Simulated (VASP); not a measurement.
Method: PBE GGA, VASP's PBE PAW potentials (set 64) (plane waves; VASP 6.6.1).

The input files of a VASP run:

### POSCAR
```
Ti
1
    1.4374669453    -2.4897658402     0.0000000000
    1.4374669453     2.4897658402     0.0000000000
    0.0000000000     0.0000000000     4.5572771216
Ti
2
Direct
  0.3333330000   0.6666670000   0.2500000000
  0.6666670000   0.3333330000   0.7500000000
```

**INCAR**
```
SYSTEM = Ti
PREC = Accurate
ENCUT = 520
EDIFF = 1E-7
NELM = 100
ALGO = Normal
LREAL = .FALSE.
LASPH = .TRUE.
ISMEAR = 1
SIGMA = 0.1
GGA = PE
LMAXMIX = 4
LWAVE = .FALSE.
LCHARG = .FALSE.
ISIF = 4
IBRION = 2
NSW = 30
EDIFFG = -0.01
```

**KPOINTS**
```
Automatic mesh
0
Gamma
14 14 8
0 0 0
```

POTCAR, in this order: Ti_sv (PBE.64 set). Program: vasp_std.

Task: What will the output report for the number of irreducible k-points (NKPTS), largest plane-wave count, number of space-group operations, FFT grid (NGX, NGY, NGZ)?

Result: 
```json
{
  "number of irreducible k-points (NKPTS)": "120",
  "largest_plane_wave_count": "899",
  "number_of_space_group_operations": "24",
  "FFT grid (NGX, NGY, NGZ)": "24 × 24 × 36"
}
```

The compound is Ti in the hcp structure. This cell is one point of a volume scan, at 0.94 of the reference volume.
